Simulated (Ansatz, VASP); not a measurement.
# Ru (Ruthenium) in two plane-wave programs, part 2 of 2

Aim: how closely do two programs agree when they are given the same cell, functional and k mesh? The cell is taken from a series of runs on this material, whose earlier steps may have relaxed, scaled, displaced or heated it; both programs get it as it stands.

VASP 6.6.1 and Ansatz 0.2.0.

So far: Set-up; Ansatz: zone-centre phonons, LDA; VASP: zone-centre phonons, LDA.

**3. VASP: zone-centre phonons, LDA (continued)**

Level of this step: LDA; plane waves and PAW (Ru_pv) (VASP).

Numbers of over 12 decimals in the logs are rounded to 6 here.

OUTCAR, selected parts (step 3):

```text
ion  position               nearest neighbor table
   1  0.333  0.667  0.250-   2 2.62   2 2.62   2 2.62   2 2.62   2 2.62   2 2.62
   2  0.667  0.333  0.750-   1 2.62   1 2.62   1 2.62   1 2.62   1 2.62   1 2.62

  LATTYP: Found a hexagonal cell.
 ALAT       =     2.7284025106
 C/A-ratio  =     1.5305093123

 Subroutine GETGRP returns: Found 24 space group operations
 (whereof 12 operations were pure point group operations)

The static configuration has the point symmetry D_3d.
 The point group associated with its full space group is D_6h.

 Found    259 irreducible k-points:

   k-points           NKPTS =    259   k-points in BZ     NKDIM =    259   number of bands    NBANDS=     20

   dimension x,y,z NGX =    20 NGY =   20 NGZ =   30
   dimension x,y,z NGXF=    40 NGYF=   40 NGZF=   60

   ENCUT  =  500.0 eV  36.75 Ry    6.06 a.u.   4.97  4.97  7.61*2*pi/ulx,y,z

   NELECT =      28.0000    total number of electrons

 k-points in reciprocal lattice and weights: Automatic mesh
   0.00000000  0.00000000  0.00000000       0.000
   0.05555556  0.00000000  0.00000000       0.002
   0.11111111  0.00000000  0.00000000       0.002
   0.16666667 -0.00000000  0.00000000       0.002
   0.22222222  0.00000000  0.00000000       0.002
   0.27777778  0.00000000  0.00000000       0.002
   0.33333333  0.00000000  0.00000000       0.002
   0.38888889 -0.00000000  0.00000000       0.002
   0.44444444  0.00000000  0.00000000       0.002
[...]
0.33333333  0.27777778  0.50000000       0.003
   0.33333333  0.33333333  0.50000000       0.001

 average (electrostatic) potential at core
       1 -67.3238       2 -67.3238

  Total       -2.1464773     -2.1464773      0.0951437     -0.0000000      0.0000000      0.0000000
  in kB     -127.7453057   -127.7453057      5.6623740     -0.0000000      0.0000000      0.0000000
  external PRESSURE =     -83.2760791 kB  Pullay stress =       0.0000000 kB

  energy-cutoff  :      500.00
  volume of cell :       26.92
      direct lattice vectors                 reciprocal lattice vectors
     2.728402511  0.000000000  0.000000000     0.366514836  0.211607440  0.000000000
    -1.364201255  2.362865886  0.000000000     0.000000000  0.423214879  0.000000000
     0.000000000  0.000000000  4.175845450     0.000000000  0.000000000  0.239472464

 POSITION                                       TOTAL-FORCE (eV/Angst)
 -----------------------------------------------------------------------------------
      0.00000      1.57524      1.04396         0.000000      0.000000      0.000000
      1.36420      0.78762      3.13188        -0.000000     -0.000000      0.000000
 -----------------------------------------------------------------------------------
    total drift:                               -0.000000     -0.000000      0.000000

 Eigenvectors and eigenvalues of the dynamical matrix
 ----------------------------------------------------

   1 f  =    8.398191 THz    52.767387 2PiTHz  280.133482 cm-1    34.732110 meV
             X         Y         Z           dx          dy          dz
      0.000000  1.575244  1.043961    -0.000000   -0.000000    0.707107
      1.364201  0.787622  3.131884    -0.000000    0.000000   -0.707107

   2 f  =    6.298602 THz    39.575281 2PiTHz  210.098732 cm-1    26.048911 meV
             X         Y         Z           dx          dy          dz
      0.000000  1.575244  1.043961    -0.707107    0.000001    0.000000
      1.364201  0.787622  3.131884     0.707107   -0.000001   -0.000000

   3 f  =    6.298602 THz    39.575281 2PiTHz  210.098732 cm-1    26.048911 meV
             X         Y         Z           dx          dy          dz
      0.000000  1.575244  1.043961     0.000001    0.707107    0.000000
      1.364201  0.787622  3.131884    -0.000001   -0.707107   -0.000000

   4 f  =    0.000000 THz     0.000001 2PiTHz    0.000004 cm-1     0.000000 meV
             X         Y         Z           dx          dy          dz
      0.000000  1.575244  1.043961     0.009954    0.114787    0.697657
      1.364201  0.787622  3.131884     0.009954    0.114787    0.697657

   5 f  =    0.000000 THz     0.000000 2PiTHz    0.000002 cm-1     0.000000 meV
             X         Y         Z           dx          dy          dz
      0.000000  1.575244  1.043961     0.127384    0.686017   -0.114690
      1.364201  0.787622  3.131884     0.127384    0.686017   -0.114690

   6 f/i=    0.000000 THz     0.000000 2PiTHz    0.000003 cm-1     0.000000 meV
             X         Y         Z           dx          dy          dz
      0.000000  1.575244  1.043961    -0.695467    0.127296   -0.011021
      1.364201  0.787622  3.131884    -0.695467    0.127296   -0.011021

 ELASTIC MODULI CONTR FROM IONIC RELAXATION (kBar)
 Direction    XX          YY          ZZ          XY          YZ          ZX
 --------------------------------------------------------------------------------
 XX         -51.1126     51.1126      0.0000      0.0000      0.0000     -0.0000
 YY          51.1126    -51.1126     -0.0000      0.0000     -0.0000      0.0000
 ZZ           0.0000     -0.0000     -0.0000      0.0000     -0.0000      0.0000
 XY           0.0000      0.0000      0.0000    -51.1126     -0.0000      0.0000
 YZ           0.0000     -0.0000     -0.0000     -0.0000     -0.0000      0.0000
 ZX          -0.0000      0.0000      0.0000      0.0000      0.0000     -0.0000
 --------------------------------------------------------------------------------
```

**4. Side by side**

Known differences besides the potentials themselves: the data sets hold 32 valence electrons in Ansatz (on its PAW soft_1 files) and 28 in VASP; the cutoff is 420 eV in Ansatz and 500 eV in VASP; VASP's log shows a relativistic correction to its local exchange, Ansatz's none. Total energies have different zeros and are not compared.

Compared:

```csv
quantity,Ansatz,VASP,difference
optical mode 1 to 2 (cm⁻¹),209.8,210.1,-0.15 %
optical mode 3 (cm⁻¹),278.5,280.1,-0.60 %
```

Modes are paired by rising frequency, not by their patterns, so a pair may set unlike modes beside each other; they are those without the splitting of longitudinal modes.

**5. Outcome**

| Item | Value |
| --- | --- |
| r.m.s. difference of the optical zone-centre modes, each program's sorted by frequency (zone-centre phonons, LDA) | 1.0 cm⁻¹ |
| difference in optical mode 3 (zone-centre phonons, LDA) | -0.6 % |

In words: The r.m.s. difference of the optical zone-centre modes, each program's sorted by frequency is 1.0 cm⁻¹ (zone-centre phonons, LDA). The data sets hold unlike numbers of valence electrons (32 in Ansatz and 28 in VASP), so part of the differences comes from the potentials. Among the rows given in per cent, the largest difference of the zone-centre phonons, LDA pair is in optical mode 3, -0.6 %. How closely two codes agree says nothing of how well the functional describes the real material.

[Lines on the potential files, build, host, timing and source positions are cut from VASP's logs without a mark.]

[Logs are printed without paths, hosts, clocks, repeated set-up lines and the standing remarks that a program may print on its own settings, such as how far it seeks lower states.]

[Hosts, paths, dates, database ids (printed as entryN), source tags and the programs' standing remarks are cut or masked in the printed files.]
